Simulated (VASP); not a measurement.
The input files of a VASP run:

**INCAR**
```
# general
SYSTEM  = Cd2Zn2Se4
PREC    = Accurate
ENCUT   = 400
LREAL   = .FALSE.
LASPH   = .TRUE.

# electronic loop
EDIFF   = 1E-6
NELM    = 100
ALGO    = Normal
LMAXMIX = 4

# smearing
ISMEAR  = 0
SIGMA   = 0.05

# functional
GGA     = PS

# ions
IBRION  = 2
NSW     = 60
ISIF    = 3
EDIFFG  = -0.02

# output
LWAVE   = .FALSE.
LCHARG  = .FALSE.
```

**KPOINTS**
```
Automatic mesh
0
Gamma
4 4 4
0 0 0
```

File POSCAR:
```
Cd2Zn2Se4
1
    5.8503231013     0.0000000000    -0.0000000000
    0.0000000000     5.8503231013     0.0000000000
    0.0000000000    -0.0000000000     5.8620510258
Zn Se Cd
2 4 2
Direct
  0.0000000000   0.0000000000   0.0000000000
  0.5000000000   0.5000000000   0.0000000000
  0.2500000000   0.2500000000   0.2268561925
  0.7500000000   0.7500000000   0.2268561925
  0.7500000000   0.2500000000   0.7731438075
  0.2500000000   0.7500000000   0.7731438075
  0.5000000000   0.0000000000   0.5000000000
  0.0000000000   0.5000000000   0.5000000000
```

POTCAR, in this order: Zn Se Cd (PBE.64 set). Program: vasp_std.

Problem. Translate this PBEsol calculation to Quantum ESPRESSO's pw.x.

Solution. One equivalent input (not run):
```
&CONTROL
  calculation = 'vc-relax'
  pseudo_dir = './pseudo'
  outdir = './out'
  tprnfor = .true.
  tstress = .true.
  nstep = 60
  forc_conv_thr = 0.00078
/
&SYSTEM
  ibrav = 0
  nat = 8
  ntyp = 3
  ecutwfc = 102
  occupations = 'smearing'
  smearing = 'gaussian'
  degauss = 0.003675
  input_dft = 'pbesol'
/
&ELECTRONS
  conv_thr = 7.3e-08
  electron_maxstep = 100
/
&IONS
/
&CELL
/
ATOMIC_SPECIES
  Zn 65.380 Zn.upf
  Se 78.971 Se.upf
  Cd 112.414 Cd.upf
CELL_PARAMETERS angstrom
     5.8503231    0.0000000   -0.0000000
     0.0000000    5.8503231    0.0000000
     0.0000000   -0.0000000    5.8620510
ATOMIC_POSITIONS crystal
  Zn   0.0000000  0.0000000  0.0000000
  Zn   0.5000000  0.5000000  0.0000000
  Se   0.2500000  0.2500000  0.2268562
  Se   0.7500000  0.7500000  0.2268562
  Se   0.7500000  0.2500000  0.7731438
  Se   0.2500000  0.7500000  0.7731438
  Cd   0.5000000  0.0000000  0.5000000
  Cd   0.0000000  0.5000000  0.5000000
K_POINTS automatic
  4 4 4 0 0 0
```
What does not carry over: the potentials are each code's own (VASP's PAW set, PseudoDojo norm-conserving files in pw.x), so ENCUT and ecutwfc are chosen apart and not converted; conv_thr bounds pw.x's estimated SCF error, while EDIFF bounds the energy change between steps; forc_conv_thr acts on force components and is met together with etot_conv_thr.

The structure was generated: Cd2Zn2Se4 was put into an ordered model structure (P-4m2), which need not be its known phase. This run relaxes it. Symmetry was kept, so distortions that lower it aren't found. The start is the result of an earlier pass.
